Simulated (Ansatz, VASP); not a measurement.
# Cross-check of Mg (Magnesium) between VASP and Ansatz, part 2 of 2

Aim: how closely do two programs agree when they are given the same cell, functional and k mesh? Of the first pair: The structure shown is the end of the Ansatz relaxation below.

VASP 6.6.1 and Ansatz 0.2.0.

So far. Step 3 (VASP: single point, PBEsol): The run ends at a pressure of -1.98 GPa.

## (6) Ansatz: zone-centre phonons, PBEsol, pair 2

Level of this step: Ansatz beside VASP: Kohn-Sham DFT, plane waves, PBEsol (Ansatz).

The same cell, functional, mesh and smearing now go to Ansatz, which takes its cutoff from its data sets.

The cell is taken from a series of runs on this material, whose earlier steps may have relaxed, scaled, displaced or heated it; both programs get it as it stands.

input.yaml

```yaml
crystal:
  lattice:
    - [3.0790719991, 0.0, 0.0]
    - [-1.5395359996, 2.6665545713, 0.0]
    - [0.0, 0.0, 4.9302859849]
  atoms:
    - { symbol: Mg, position: [0.3333333333, 0.6666666667, 0.25] }
    - { symbol: Mg, position: [0.6666666667, 0.3333333333, 0.75] }
kpoints:
  mp_grid: { grid: [15, 15, 8] }
hamiltonian:
  xc: pbesol
  pseudopotentials: { kind: paw, azcp: { folder: soft_1 }, xc_functional: pbe }
scf:
  occupations: { method: methfessel_paxton, width: 0.2 }
output:
  eigenvalues: true
phonons:
  method: dfpt
```

Run with:

```sh
> ansatz run input.yaml --threads 4 --pin off --max-ram 10240MiB --backend cpu --events-out ev --progress --plain --runs-dir out
```

Numbers of over 12 decimals in the logs are rounded to 6 here.

Output:

```text
zone centre: on kpoints.mp_grid the ground state, and the responses unless they are solved on pairs of k-points, stand on 320 of the mesh's 1800 k-points, reduced under 4 symmetry operations, with k and −k counted as one. Each operation leaves every solved displacement unchanged or reverses it
[...]
Crystal: 2 atoms, lattice volume = 40.480 Å³
[...]
k mesh reduced under 4 symmetry operations, with k and −k counted as one. Each operation leaves every solved displacement unchanged or reverses it
  ASR residual: 1.099e-4 → 0.000e0 eV/Å²; symmetrization residual: 2.009e-10 eV/Å²
  ASR residual per site (eV/Å²): 1.10e-4 1.10e-4
  Γ frequencies (cm⁻¹): 0.00 0.00 0.00 147.04 147.04 303.41
  non-analytic LO–TO correction: not included (Born effective charges unavailable; polar crystals: no LO–TO splitting at Γ)
[key lines of the parts left out:]
SCF converged after 7 iterations
Free energy (F): -3824.042561 eV
Fermi energy:    6.642324 eV
```

## (7) Comparison

What differs besides the data sets and the points named for the pairs above, as far as they apply: the data sets hold 20 valence electrons in Ansatz (on its PAW soft_1 files) and 4 in VASP. Total energies have different zeros and are not compared.

The two programs side by side:

```csv
quantity,Ansatz,VASP,difference
optical mode 1 to 2 (cm⁻¹),147.0,147.7,-0.45 %
optical mode 3 (cm⁻¹),303.4,304.9,-0.50 %
```

Modes are paired by rising frequency, not by their patterns, so a pair may set unlike modes beside each other; they are those without the splitting of longitudinal modes.

## (8) VASP: zone-centre phonons, PBEsol, pair 3

Second derivatives magnify differences that forces hide, and they need a tight electronic threshold. The cell compared in this pair holds 41.38 Å³, against 40.48 Å³ for the pair before.

INCAR

```
SYSTEM = Mg
PREC = Accurate
ENCUT = 600
EDIFF = 1E-08
NELM = 120
ISMEAR = 1
SIGMA = 0.2
LREAL = .FALSE.
ALGO = Normal
GGA = PS
NBANDS = 8
LORBIT = 11
LWAVE = .FALSE.
LCHARG = .FALSE.
ISIF = 2
IBRION = 8
LASPH = .TRUE.
GGA_COMPAT = .FALSE.
KPAR = 2
```

POSCAR

```
Mg
1.0
    3.1020318170      0.0000000000      0.0000000000
   -1.5510159085      2.6864383569      0.0000000000
    0.0000000000      0.0000000000      4.9655187038
Mg
2
Direct
    0.3333333333      0.6666666667      0.2500000000
    0.6666666667      0.3333333333      0.7500000000
```

KPOINTS

```
Automatic mesh
0
Gamma
15 15 8
0 0 0
```

PAW data sets: Mg (PBE family, release 64).

Run with:

```sh
> mpirun -np 2 vasp_std
```

Output:

```text
[... set-up lines as in an earlier step ...]
 entering main loop
       N       E                     dE             d eps       ncg     rms          rms(c)
DAV:   1    -0.540330257569E+00   -0.54033E+00   -0.14539E+03  2160   0.405E+02
DAV:   2    -0.341714847664E+01   -0.28768E+01   -0.27720E+01  2952   0.246E+01
DAV:   3    -0.343083812661E+01   -0.13690E-01   -0.13586E-01  2872   0.225E+00
DAV:   4    -0.343087753682E+01   -0.39410E-04   -0.39409E-04  3112   0.973E-02
[...]
DAV:   9    -0.340999756945E+01    0.23376E-06   -0.93726E-07  2480   0.495E-03    0.585E-04
DAV:  10    -0.340999750289E+01    0.66566E-07   -0.51279E-09  3160   0.416E-04    0.110E-04
DAV:  11    -0.340999751237E+01   -0.94878E-08   -0.13289E-10  1552   0.982E-05
   1 F= -.34099975E+01 E0= -.34096597E+01  d E =-.101342E-02
 Linear response reoptimize wavefunctions to high precision
DAV:   1    -0.340999751006E+01    0.23125E-08   -0.45108E-12  1984   0.131E-05
DAV:   2    -0.340999751006E+01   -0.28422E-13   -0.39082E-13  1376   0.302E-06
 Linear response DOF=           2
 Linear response progress:
[...]
RMM:   8    -0.138460018217E-02   -0.14761E-08   -0.18646E-10 14682   0.302E-06    0.390E-07
 first order change of Fermi-energy   0.27031E-06
 force on displaced ion       1 direction 1 :  -0.930   0.000   0.000
 Linear response progress:
  Degree of freedom:   2/  2
       N       E                     dE             d eps       ncg     rms          rms(c)
RMM:   1    -0.128036760198E-01   -0.12804E-01   -0.66872E-02  6959   0.311E-01
RMM:   2    -0.423791026859E-02    0.85658E-02   -0.10908E-03  4743   0.429E-02    0.326E-02
RMM:   3    -0.410877934379E-02    0.12913E-03    0.48084E-05  4755   0.150E-02    0.143E-02
RMM:   4    -0.415090351648E-02   -0.42124E-04    0.94502E-06  4813   0.778E-03    0.538E-03
RMM:   5    -0.415574963068E-02   -0.48461E-05    0.22828E-06  4827   0.396E-03    0.269E-04
RMM:   6    -0.415626518576E-02   -0.51556E-06    0.16226E-06  4945   0.222E-04    0.153E-04
RMM:   7    -0.415665589754E-02   -0.39071E-06   -0.20251E-08  5032   0.101E-04    0.517E-06
RMM:   8    -0.415667022041E-02   -0.14323E-07    0.10984E-07  5150   0.113E-05    0.188E-06
RMM:   9    -0.415667484662E-02   -0.46262E-08   -0.16162E-08  4821   0.286E-06    0.610E-07
 first order change of Fermi-energy  -0.26355E-05
 force on displaced ion       1 direction 3 :  -0.000  -0.000  -3.881
 Linear response finished
```

Parts of OUTCAR (step 8):

```text
  Total        0.9506129      0.9506129      0.9532008      0.0000000     -0.0000000      0.0000000
  in kB       36.8066705     36.8066705     36.9068710      0.0000000     -0.0000000      0.0000000
  external PRESSURE =      36.8400707 kB  Pullay stress =       0.0000000 kB

 POSITION                                       TOTAL-FORCE (eV/Angst)
 -----------------------------------------------------------------------------------
     -0.00000      1.79096      1.24138        -0.000000      0.000000      0.000000
      1.55102      0.89548      3.72414         0.000000     -0.000000      0.000000
 -----------------------------------------------------------------------------------
    total drift:                                0.000000     -0.000000      0.000000

[... 1 part as in an earlier step ...]

[... 1 further part left out ...]
```

## (9) Ansatz: zone-centre phonons, PBEsol, pair 3

The same cell, functional, mesh and smearing now go to Ansatz, which takes its cutoff from its data sets.

The cell is taken from a series of runs on this material, whose earlier steps may have relaxed, scaled, displaced or heated it; both programs get it as it stands.

Edit input.yaml of step 6 so:

```diff
@@ -2,5 +2,5 @@
   lattice:
-    - [3.0790719991, 0.0, 0.0]
-    - [-1.5395359996, 2.6665545713, 0.0]
-    - [0.0, 0.0, 4.9302859849]
+    - [3.102031817, 0.0, 0.0]
+    - [-1.5510159085, 2.6864383569, 0.0]
+    - [0.0, 0.0, 4.9655187038]
   atoms:
```

Run with:

```sh
> ansatz run input.yaml --threads 4 --pin off --max-ram 10240MiB --backend cpu --events-out ev --progress --plain --runs-dir out
```

Output:

```text
[...]
Crystal: 2 atoms, lattice volume = 41.380 Å³
Basis set: ecut = 420 eV, 785 PW (Γ), exchange–correlation on 48×48×72 points (8 copies of the dense FFT grid, shifted against one another)
Bands: 14, of which v1, the nominal top of the filled ones, is band 10 counted from 1 (9 counted from 0)
Symmetry: 24 space group operations
k-points: 320 of 1800 (irreducible under 4 space group operations, time reversal used)
[...]
k-point 1: bands = [... 6 lower, -35.9694, -35.9694, -0.8401, 3.6167, 6.5740, 17.8954, 17.8954, 18.1787]
  k-point 2: bands = [... 6 lower, -35.9702, -35.9702, -0.5528, 2.4423, 8.2324, 16.2643, 18.0974, 18.0974]
  k-point 319: bands = [... 6 lower, -35.9787, -35.9787, 3.8881, 3.8881, 9.0011, 9.0011, 10.6357, 10.6357]
[...]
ASR residual: 1.108e-4 → 0.000e0 eV/Å²; symmetrization residual: 8.019e-13 eV/Å²
  ASR residual per site (eV/Å²): 1.11e-4 1.11e-4
  Γ frequencies (cm⁻¹): 0.00 0.00 0.00 143.71 143.71 293.35
[...]
[key lines of the parts left out:]
SCF converged after 7 iterations
Free energy (F): -3824.066426 eV
Fermi energy:    6.443963 eV
```

## (10) Differences

What differs besides the data sets and the points named for the pairs above, as far as they apply: the data sets hold 20 valence electrons in Ansatz (on its PAW soft_1 files) and 4 in VASP. Total energies have different zeros and are not compared.

Both answers:

```csv
quantity,Ansatz,VASP,difference
optical mode 1 to 2 (cm⁻¹),143.7,144.3,-0.39 %
optical mode 3 (cm⁻¹),293.4,294.7,-0.46 %
```

Modes are paired by rising frequency, not by their patterns, so a pair may set unlike modes beside each other; they are those without the splitting of longitudinal modes.

## (11) Results

- difference in pressure (single point, PBEsol): 0.053 GPa
- r.m.s. difference of the optical zone-centre modes, each program's sorted by frequency (zone-centre phonons, PBEsol, pair 2): 1.0 cm⁻¹
- r.m.s. difference of the optical zone-centre modes, each program's sorted by frequency (zone-centre phonons, PBEsol, pair 3): 0.90 cm⁻¹

The difference in pressure is 0.053 GPa (single point, PBEsol), within the 1 GPa picked in this series as the mark of a large difference. The data sets hold unlike numbers of valence electrons (20 in Ansatz and 4 in VASP), so part of the differences comes from the potentials. Such differences can come from data sets, numerical settings and the points named under the comparisons, not from the functional's error against experiment.

[Lines on the potential files, build, host, timing and source positions are cut from VASP's logs without a mark.]

[Logs are printed without paths, hosts, clocks, repeated set-up lines and the standing remarks that a program may print on its own settings, such as how far it seeks lower states.]

[Hosts, paths, dates, database ids (printed as entryN), source tags and the programs' standing remarks are cut or masked in the printed files.]
